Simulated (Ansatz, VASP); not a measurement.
# V2CF2 in two plane-wave programs, part 2 of 2

One calculation is typed for both programs; each brings its own data sets. How far apart do they land? Of the first pair: The structure shown is the start of the Ansatz relaxation below; VASP solves that cell, so the two are compared at the walk's first step.

VASP 6.6.1 and Ansatz 0.2.0.

So far: The starting structure; Ansatz: relaxation, PBE; VASP: single point, PBE, start cell, pair 1; Side by side.

## 6. VASP: single point, PBE, relaxed cell, pair 2

Level of this step: PBE, no spin polarisation; plane waves and PAW (C, V_sv, F) (VASP).

The same cell, functional, mesh and smearing now go to VASP, with its own data sets.

The input, INCAR:

```
SYSTEM = V2CF2
PREC = Accurate
ENCUT = 520
EDIFF = 1E-06
NELM = 120
ISMEAR = 0
SIGMA = 0.1
LREAL = .FALSE.
ALGO = Normal
GGA = PE
NBANDS = 28
LASPH = .TRUE.
LORBIT = 11
LWAVE = .FALSE.
LCHARG = .FALSE.
ISIF = 2
LDIPOL = .TRUE.
IDIPOL = 3
DIPOL = 0.5 0.5 0.301
LVHAR = .TRUE.
GGA_COMPAT = .FALSE.
NELMDL = -8
KPAR = 2
```

The input, POSCAR:

```
V2CF2
1.0
    2.9867783440      0.0000000000      0.0000000000
   -1.4933891720      2.5866259214      0.0000000000
    0.0000000000      0.0000000000     33.2000000000
C V F
1 2 2
Direct
    0.0000000000      0.0000000000      0.3012048193
    0.3333333333      0.6666666667      0.3318967993
    0.6666666667      0.3333333333      0.2705128393
    0.6666666667      0.3333333333      0.3704837420
    0.3333333333      0.6666666667      0.2319258966
```

The input, KPOINTS:

```
Automatic mesh
0
Gamma
15 15 1
0 0 0
```

PAW data sets: C, V_sv and F (PBE family, release 64).

Started as:

```sh
$ mpirun -np 2 vasp_std
```

Numbers of over 12 decimals in the logs are rounded to 6 here.

The program printed:

```text
[... set-up lines as in an earlier step ...]
 entering main loop
       N       E                     dE             d eps       ncg     rms          rms(c)
DAV:   1     0.475358611338E+03    0.47536E+03   -0.24889E+04  2032   0.131E+03
DAV:   2     0.616208247897E+00   -0.47474E+03   -0.46360E+03  1852   0.395E+02
DAV:   3    -0.485761154368E+02   -0.49192E+02   -0.48630E+02  1704   0.126E+02
DAV:   4    -0.499293974302E+02   -0.13533E+01   -0.13470E+01  1796   0.215E+01
[...]
DAV:  25    -0.391892764105E+02   -0.11253E-05   -0.32404E-08   824   0.963E-04    0.145E-04
DAV:  26    -0.391892776456E+02   -0.12351E-05   -0.32924E-08   868   0.681E-04    0.128E-04
DAV:  27    -0.391892778656E+02   -0.21995E-06   -0.84857E-09   756   0.400E-04
   1 F= -.39189278E+02 E0= -.39184082E+02  d E =-.103908E-01
```

From OUTCAR (step 6):

```text
  Total        0.1341121      0.1341121      0.0815276      0.0000000      0.0000000      0.0000000
  in kB        0.8377298      0.8377298      0.5092609      0.0000000      0.0000000      0.0000000
  external PRESSURE =       0.7282402 kB  Pullay stress =       0.0000000 kB

 POSITION                                       TOTAL-FORCE (eV/Angst)
 -----------------------------------------------------------------------------------
      0.00000      0.00000     10.00000         0.000000     -0.000000     -0.000000
     -0.00000      1.72442     11.01897        -0.000000      0.000000      0.053038
      1.49339      0.86221      8.98103         0.000000     -0.000000     -0.053038
      1.49339      0.86221     12.30006        -0.000000      0.000000      0.017416
     -0.00000      1.72442      7.69994        -0.000000     -0.000000     -0.017416
 -----------------------------------------------------------------------------------
    total drift:                                0.000000      0.000000      0.000263

  FREE ENERGIE OF THE ION-ELECTRON SYSTEM (eV)
  ---------------------------------------------------
  free  energy   TOTEN  =       -39.1892778656 eV

  energy  without entropy=      -39.1788870872  energy(sigma->0) =      -39.18408248

[... 1 part as in an earlier step ...]

[... 2 further parts left out ...]
[key lines of the parts left out:]
E-fermi :  -2.8037
```

The run ends at a pressure of 0.07 GPa, with forces up to 0.053 eV/Å.

## 7. Side by side

Forces (eV/Å; atoms numbered as in POSCAR):

| atom | Ansatz x, y, z | VASP x, y, z |
| --- | --- | --- |
| C1 | 0.000, 0.000, 0.000 | 0.000, 0.000, 0.000 |
| V2 | 0.000, 0.000, 0.002 | 0.000, 0.000, 0.053 |
| V3 | 0.000, 0.000, -0.002 | 0.000, 0.000, -0.053 |
| F4 | 0.000, 0.000, -0.003 | 0.000, 0.000, 0.017 |
| F5 | 0.000, 0.000, 0.003 | 0.000, 0.000, -0.017 |

The forces differ by 20 meV/Å r.m.s., where the r.m.s. force is 0.001 eV/Å in Ansatz and 0.020 eV/Å in VASP: the atoms lie near their places of rest in Ansatz, so a percentage would say little (all taken over all components). With vacuum in the cell, a pressure given here is an average over mostly empty space and none of the material.

## 8. Ansatz: relaxation, PBE

The two programs are compared at the cell with which this relaxation starts, whose forces are those of its first step.

The structure compared here is the start of the Ansatz relaxation; VASP solves that cell, so the two are compared at the walk's first step.

The input, input.yaml:

```yaml
crystal:
  lattice:
    - [2.986778344, 0.0, 0.0]
    - [-1.493389172, 2.5866259214, 0.0]
    - [0.0, 0.0, 33.2]
  atoms:
    - { symbol: C, position: [0.0, 0.0, 0.3012048193] }
    - { symbol: V, position: [0.3333333333, 0.6666666667, 0.3318967993] }
    - { symbol: V, position: [0.6666666667, 0.3333333333, 0.2705128392] }
    - { symbol: F, position: [0.6666666667, 0.3333333333, 0.370483742] }
    - { symbol: F, position: [0.3333333333, 0.6666666667, 0.2319258966] }
  periodic: [true, true, false]
kpoints:
  mp_grid: { grid: [18, 18, 1] }
hamiltonian:
  xc: pbe
  pseudopotentials: { kind: paw, azcp: { folder: soft_1 } }
scf:
  occupations: { method: methfessel_paxton, width: 0.2 }
output:
  forces: true
  stress: true
  eigenvalues: true
  write_density: true
  write_potential: true
  elf: true
  volumetric_format: npy
relax:
  adjacent_minimum: "off"
  f_tol: 0.001
  max_steps: 60
  cell: { stress_2d_tol: 0.002 }
```

Started as:

```sh
$ ansatz run input.yaml --threads 4 --pin off --max-ram 16384MiB --backend cpu --events-out ev --progress --plain --runs-dir out
```

The program printed:

```text
[...]
Crystal: 5 atoms, lattice volume = 256.493 Å³
Basis set: ecut = 420 eV, 4863 PW (Γ), exchange–correlation on 40×40×450 points (8 copies of the dense FFT grid, shifted against one another)
Bands: 27, of which v1, the nominal top of the filled ones, is band 22 counted from 1 (21 counted from 0)
Symmetry: 12 space group operations
[...]
k-points: 37 of 324
[...]
cell:  # Å, volume = 256.3765 Å³
    - [2.986103, 0.0, 0]
    - [-1.493051, 2.586041, 0]
    - [0, 0, 33.2]
  atoms:
    - { symbol: C, position: [0, 0, 0.30120481928] }
    - { symbol: V, position: [0.333333, 0.666667, 0.331912] }
    - { symbol: V, position: [0.666667, 0.333333, 0.270497] }
    - { symbol: F, position: [0.666667, 0.333333, 0.370495] }
    - { symbol: F, position: [0.333333, 0.666667, 0.231914] }
[key lines of the parts left out:]
SCF converged after 9 iterations
Free energy (F): -7695.309065 eV
Fermi energy:    -5.334885 eV
P = ½ c Tr σ = -0.0001 N/m
```

## 9. VASP: single point, PBE, start cell, pair 3

The same cell, functional, mesh and smearing now go to VASP, with its own data sets.

Changes to INCAR since step 6:

```diff
@@ -5,4 +5,4 @@
 NELM = 120
-ISMEAR = 0
-SIGMA = 0.1
+ISMEAR = 1
+SIGMA = 0.2
 LREAL = .FALSE.
```

The input, POSCAR:

```
V2CF2
1.0
    2.9867780000      0.0000000000      0.0000000000
   -1.4933890000      2.5866260000      0.0000000000
    0.0000000000      0.0000000000     33.2000000000
C V F
1 2 2
Direct
    0.0000000000      0.0000000000      0.3012048193
    0.3333333333      0.6666666667      0.3318968072
    0.6666666667      0.3333333333      0.2705128314
    0.6666666667      0.3333333333      0.3704837350
    0.3333333333      0.6666666667      0.2319259036
```

The input, KPOINTS:

```
Automatic mesh
0
Gamma
18 18 1
0 0 0
```

Started as:

```sh
$ mpirun -np 2 vasp_std
```

The program printed:

```text
[... set-up lines as in an earlier step ...]
 entering main loop
       N       E                     dE             d eps       ncg     rms          rms(c)
DAV:   1     0.477687229306E+03    0.47769E+03   -0.24800E+04  2776   0.130E+03
DAV:   2     0.446308803068E+00   -0.47724E+03   -0.46615E+03  2576   0.395E+02
DAV:   3    -0.485711175936E+02   -0.49017E+02   -0.48470E+02  2312   0.125E+02
DAV:   4    -0.499296223711E+02   -0.13585E+01   -0.13533E+01  2520   0.214E+01
[...]
DAV:  25    -0.391836737595E+02   -0.11952E-05   -0.30920E-08  1136   0.972E-04    0.145E-04
DAV:  26    -0.391836749596E+02   -0.12001E-05   -0.32933E-08  1192   0.657E-04    0.117E-04
DAV:  27    -0.391836751754E+02   -0.21586E-06   -0.78454E-09  1048   0.376E-04
   1 F= -.39183675E+02 E0= -.39183791E+02  d E =0.348739E-03
```

Parts of OUTCAR (step 9):

```text
  Total        0.1148513      0.1148513      0.0960285      0.0000000      0.0000000      0.0000000
  in kB        0.7174172      0.7174174      0.5998408      0.0000000      0.0000000      0.0000000
  external PRESSURE =       0.6782251 kB  Pullay stress =       0.0000000 kB

 POSITION                                       TOTAL-FORCE (eV/Angst)
 -----------------------------------------------------------------------------------
      0.00000      0.00000     10.00000         0.000000      0.000000     -0.000000
     -0.00000      1.72442     11.01897         0.000000      0.000000      0.062766
      1.49339      0.86221      8.98103         0.000000      0.000000     -0.062766
      1.49339      0.86221     12.30006        -0.000000     -0.000000      0.016227
     -0.00000      1.72442      7.69994        -0.000000     -0.000000     -0.016227
 -----------------------------------------------------------------------------------
    total drift:                                0.000000      0.000000      0.000263

  FREE ENERGIE OF THE ION-ELECTRON SYSTEM (eV)
  ---------------------------------------------------
  free  energy   TOTEN  =       -39.1836751754 eV

  energy  without entropy=      -39.1840239139  energy(sigma->0) =      -39.18379142

[... 3 further parts left out ...]
[key lines of the parts left out:]
E-fermi :  -2.8114
```

The run ends at a pressure of 0.07 GPa, with forces up to 0.063 eV/Å.

## 10. Differences

Forces (eV/Å; atoms numbered as in POSCAR):

| atom | Ansatz x, y, z | VASP x, y, z |
| --- | --- | --- |
| C1 | 0.000, 0.000, 0.000 | 0.000, 0.000, 0.000 |
| V2 | 0.000, 0.000, 0.012 | 0.000, 0.000, 0.063 |
| V3 | 0.000, 0.000, -0.012 | 0.000, 0.000, -0.063 |
| F4 | 0.000, 0.000, -0.004 | 0.000, 0.000, 0.016 |
| F5 | 0.000, 0.000, 0.004 | 0.000, 0.000, -0.016 |

The forces differ by 20 meV/Å r.m.s., where the r.m.s. force is 0.005 eV/Å in Ansatz and 0.024 eV/Å in VASP: the atoms lie near their places of rest in Ansatz, so a percentage would say little (all taken over all components). With vacuum in the cell, a pressure given here is an average over mostly empty space and none of the material.

## 11. Summary of results

```
r.m.s. force difference (single point, PBE, start cell, pair 1)   : 20 meV/Å
r.m.s. force difference (single point, PBE, relaxed cell, pair 2) : 20 meV/Å
r.m.s. force difference (single point, PBE, start cell, pair 3)   : 20 meV/Å
```

**Reading.** The r.m.s. force difference is 20 meV/Å (single point, PBE, relaxed cell, pair 2), beyond the 12 meV/Å picked in this series as the mark of a large difference. What causes the difference of the single point, PBE, start cell, pair 1 pair stays open here. What causes the difference of the single point, PBE, relaxed cell, pair 2 pair stays open here. What causes the difference of the single point, PBE, start cell, pair 3 pair stays open here. 1 further run of this series is not shown here. Such differences can come from data sets, numerical settings and the points named under the comparisons, not from the functional's error against experiment.

[Lines on the potential files, build, host, timing and source positions are cut from VASP's logs without a mark.]

[Logs are printed without paths, hosts, clocks, repeated set-up lines and the standing remarks that a program may print on its own settings, such as how far it seeks lower states.]

[Hosts, paths, dates, database ids (printed as entryN), source tags and the programs' standing remarks are cut or masked in the printed files.]
